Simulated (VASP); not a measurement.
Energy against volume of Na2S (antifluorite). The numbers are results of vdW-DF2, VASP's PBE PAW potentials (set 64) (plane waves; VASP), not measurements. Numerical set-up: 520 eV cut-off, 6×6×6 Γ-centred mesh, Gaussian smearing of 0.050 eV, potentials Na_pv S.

| V (Å³/atom) | E (eV/atom) |
|---|---|
| 23.051 | -1.54924 |
| 23.764 | -1.55133 |
| 24.477 | -1.54964 |
| 25.190 | -1.54468 |

### Question
Fit these four points and predict the energy of the run at 22.338 Å³/atom.

### Answer
A cubic in V^(−2/3), the third-order Birch-Murnaghan form, passes through the four points with V0 = 23.78 Å³/atom and B0 = 28 GPa, and gives -1.5428 eV/atom there. The run gave -1.5427 eV/atom, +0.1 meV/atom from the fit; all five points give B0 = 28 GPa.

The compound is Na2S in the antifluorite structure. It was relaxed first.
